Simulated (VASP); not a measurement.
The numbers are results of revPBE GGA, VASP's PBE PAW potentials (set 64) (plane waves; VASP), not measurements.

VASP input:

KPOINTS:
```
Automatic
0
Gamma
  8 8 8
```

POSCAR:
```
Sb
4.6493810
  0.8808685715  -0.4733450190   0.0038550232
  0.8808685715   0.4733450190   0.0038550232
  0.6231048576   0.0000000000   0.7821381326
Sb
2
Direct
  0.2316489141   0.2316489141   0.2316489141
  0.7683510859   0.7683510859   0.7683510859
```

**INCAR**
```
SYSTEM = Sb
PREC = Accurate
ENCUT = 520
EDIFF = 1E-7
NELM = 100
ALGO = Normal
LREAL = .FALSE.
LASPH = .TRUE.
ISMEAR = -5
GGA = RE
LMAXMIX = 4
LWAVE = .FALSE.
LCHARG = .TRUE.
LORBIT = 11
NEDOS = 601
ISIF = 2
```

POTCAR, in this order: Sb (PBE.64 set). Program: vasp_std.

Output of the run:

### OUTCAR
```
 ion  position               nearest neighbor table
   1  0.232  0.232  0.232-   2 2.96   2 2.96   2 2.96   2 3.48   2 3.48   2 3.48
   2  0.768  0.768  0.768-   1 2.96   1 2.96   1 2.96   1 3.48   1 3.48   1 3.48
  LATTYP: Found a trigonal (rhomboedric) cell.
 ALAT       =     4.6493805546
 COS(alpha) =     0.5518887761
 Subroutine PRICEL returns:
 Original cell was already a primitive cell.
 Subroutine GETGRP returns: Found 12 space group operations
The static configuration has the point symmetry D_3d.
The dynamic configuration has the point symmetry D_3d.
 Subroutine INISYM returns: Found 12 space group operations
 Subroutine IBZKPT returns following result:
 Found     65 irreducible k-points:

 Following reciprocal coordinates:
            Coordinates               Weight
  0.000000  0.000000  0.000000      1.000000
  0.125000  0.000000  0.000000      6.000000
  0.250000  0.000000  0.000000      6.000000
  0.375000  0.000000  0.000000      6.000000
  0.500000  0.000000  0.000000      3.000000
  0.125000  0.125000  0.000000      6.000000
  0.250000  0.125000  0.000000     12.000000
  0.375000  0.125000  0.000000     12.000000
  0.500000  0.125000  0.000000     12.000000
 -0.375000  0.125000 -0.000000     12.000000
 -0.250000  0.125000 -0.000000     12.000000
 -0.125000  0.125000  0.000000      6.000000
  0.250000  0.250000  0.000000      6.000000
  0.375000  0.250000  0.000000     12.000000
  0.500000  0.250000  0.000000     12.000000
 -0.375000  0.250000 -0.000000     12.000000
 -0.250000  0.250000  0.000000      6.000000
  0.375000  0.375000  0.000000      6.000000
  0.500000  0.375000  0.000000     12.000000
 -0.375000  0.375000  0.000000      6.000000
  0.500000  0.500000  0.000000      3.000000
  0.125000  0.125000  0.125000      2.000000
  0.250000  0.125000  0.125000      6.000000
  0.375000  0.125000  0.125000      6.000000
  0.500000  0.125000  0.125000      6.000000
 -0.375000  0.125000  0.125000      6.000000
 -0.250000  0.125000  0.125000      6.000000
 -0.125000  0.125000  0.125000      6.000000
  0.250000  0.250000  0.125000      6.000000
  0.375000  0.250000  0.125000     12.000000
  0.500000  0.250000  0.125000     12.000000
 -0.375000  0.250000  0.125000     12.000000
 -0.250000  0.250000  0.125000     12.000000
 -0.125000  0.250000  0.125000     12.000000
  0.375000  0.375000  0.125000      6.000000
  0.500000  0.375000  0.125000     12.000000
 -0.375000  0.375000  0.125000     12.000000
 -0.250000  0.375000  0.125000     12.000000
 -0.125000  0.375000  0.125000     12.000000
  0.500000  0.500000  0.125000      6.000000
   k-points           NKPTS =     65   k-points in BZ     NKDIM =     65   number of bands    NBANDS=      9
   number of dos      NEDOS =    601   number of ions     NIONS =      2
   total plane-waves  NPLWV =  46656
   dimension x,y,z NGX =    36 NGY =   36 NGZ =   36
   dimension x,y,z NGXF=    72 NGYF=   72 NGZF=   72
   ions per type =               2
   PREC   = accura    normal or accurate (medium, high low for compatibility)
   ISTART =      0    job   : 0-new  1-cont  2-samecut
   ICHARG =      2    charge: 1-file 2-atom 10-const
   ISPIN  =      1    spin polarized calculation?
   LNONCOLLINEAR =      F non collinear calculations
   LSORBIT =      F    spin-orbit coupling
   INIWAV =      1    electr: 0-lowe 1-rand  2-diag
   ENCUT  =  520.0 eV  38.22 Ry    6.18 a.u.   8.64  8.64  8.64*2*pi/ulx,y,z
   NELM   =    100;   NELMIN=  2; NELMDL= -5     # of ELM steps
   EDIFF  = 0.1E-06   stopping-criterion for ELM
   LREAL  =      F    real-space projection
   NLSPLINE    = F    spline interpolate recip. space projectors
...
```

### OSZICAR
```
       N       E                     dE             d eps       ncg     rms          rms(c)
DAV:   1     0.395918568407E+02    0.39592E+02   -0.36682E+03  1170   0.868E+02
DAV:   2    -0.590110950231E+01   -0.45493E+02   -0.44883E+02  1670   0.123E+02
DAV:   3    -0.763799650511E+01   -0.17369E+01   -0.17309E+01  1412   0.295E+01
DAV:   4    -0.765308654092E+01   -0.15090E-01   -0.15067E-01  1394   0.315E+00
DAV:   5    -0.765323007001E+01   -0.14353E-03   -0.14336E-03  1357   0.322E-01    0.281E+00
DAV:   6    -0.765780291472E+01   -0.45728E-02   -0.27926E-03  1290   0.488E-01    0.170E+00
DAV:   7    -0.766076222876E+01   -0.29593E-02   -0.72780E-03  1193   0.777E-01    0.977E-02
DAV:   8    -0.766098439421E+01   -0.22217E-03   -0.30789E-04  1332   0.131E-01    0.283E-02
DAV:   9    -0.766105055939E+01   -0.66165E-04   -0.12456E-04  1197   0.822E-02    0.586E-03
DAV:  10    -0.766105256896E+01   -0.20096E-05   -0.78122E-06  1477   0.187E-02    0.265E-03
DAV:  11    -0.766105232945E+01    0.23950E-06   -0.16442E-06  1194   0.994E-03    0.250E-03
DAV:  12    -0.766105271976E+01   -0.39031E-06   -0.16741E-07  1246   0.291E-03    0.330E-04
DAV:  13    -0.766105265927E+01    0.60491E-07   -0.23674E-08   613   0.115E-03
   1 F= -.76610527E+01 E0= -.76610527E+01  d E =0.000000E+00
```

OUTCAR:
```
------------------------ aborting loop because EDIFF is reached ----------------------------------------
  FORCE on cell =-STRESS in cart. coord.  units (eV):
  Direction    XX          YY          ZZ          XY          YZ          ZX
  --------------------------------------------------------------------------------------
  Total        0.0734943      0.0299043      0.0346857      0.0000000      0.0000000      0.0144368
  in kB        1.8025737      0.7334539      0.8507260      0.0000000      0.0000000      0.3540872
  external PRESSURE =       1.1289179 kB  Pullay stress =       0.0000000 kB
  volume of cell :       65.32
      direct lattice vectors                 reciprocal lattice vectors
     4.095493600 -2.200761338  0.017923472     0.122512550 -0.227194104 -0.097601897
     4.095493600  2.200761338  0.017923472     0.122512550  0.227194104 -0.097601897
     2.897051886  0.000000000  3.636458173    -0.001207686  0.000000000  0.275954977
 POSITION                                       TOTAL-FORCE (eV/Angst)
 -----------------------------------------------------------------------------------
      2.56853      0.00000      0.85069         0.003666      0.000000      0.001214
      8.51951      0.00000      2.82162        -0.003666      0.000000     -0.001214
 -----------------------------------------------------------------------------------
    total drift:                                0.000000     -0.000000     -0.000000
  FREE ENERGIE OF THE ION-ELECTRON SYSTEM (eV)
  ---------------------------------------------------
  free  energy   TOTEN  =        -7.6610526593 eV

  energy  without entropy=       -7.6610526593  energy(sigma->0) =       -7.66105266

 total charge

# of ion       s       p       d       tot
------------------------------------------
    1        1.214   1.122   0.030   2.366
    2        1.214   1.122   0.030   2.366
--------------------------------------------------
tot          2.427   2.245   0.059   4.731
```
(Selected blocks of OUTCAR.)

**OUTCAR**
```
 val. band max:        6.4643962327   @ k =   0.3750   0.1250   0.1250

 cond. band min:       6.2138853777   @ k =   0.5000   0.0000   0.0000


 Fermi energy:         6.3844258943

 k-point     1 :       0.0000    0.0000    0.0000
  band No.  band energies     occupation
      1      -5.7482      2.00000
      2       1.2756      2.00000
      3       4.5234      2.00000
      4       4.7612      2.00000
      5       4.7612      2.00000
      6       8.2780      0.00000
      7       8.9434      0.00000
      8       8.9434      0.00000
      9      11.6675      0.00000

 k-point     2 :       0.1250    0.0000    0.0000
  band No.  band energies     occupation
      1      -5.5888      2.00000
      2       0.7113      2.00000
      3       4.5524      2.00000
      4       4.7103      2.00000
      5       4.9137      2.00000
      6       8.2273      0.00000
      7       8.5521      0.00000
      8       8.6371      0.00000
      9      11.1280      0.00000

 k-point     3 :       0.2500    0.0000    0.0000
  band No.  band energies     occupation
      1      -5.1163      2.00000
      2      -0.5228      2.00000
      3       4.5214      2.00000
      4       4.6096      2.00000
      5       5.2972      2.00201
      6       7.5719      0.00000
      7       7.8385      0.00000
      8       7.9586      0.00000
      9      11.4026      0.00000

 k-point     4 :       0.3750    0.0000    0.0000
  band No.  band energies     occupation
      1      -4.3586      2.00000
      2      -1.8823      2.00000
      3       4.5374      2.00000
      4       4.5610      2.00000
      5       5.6987      2.00011
      6       6.8100      0.00215
      7       7.0604      0.00000
      8       7.3794      0.00000
      9      12.4623      0.00000

 k-point     5 :       0.5000    0.0000    0.0000
  band No.  band energies     occupation
      1      -3.6215      2.00000
      2      -2.8397      2.00000
      3       4.5157      2.00000
...
```

For a metal the tetrahedron method with Blöchl corrections gives inexact stress and forces. Unless said otherwise, spin-orbit coupling is left out, though it shifts the bands of the heavy elements here.

The compound is Sb in the a7 structure. It was relaxed first, which changed the volume by +8 %.
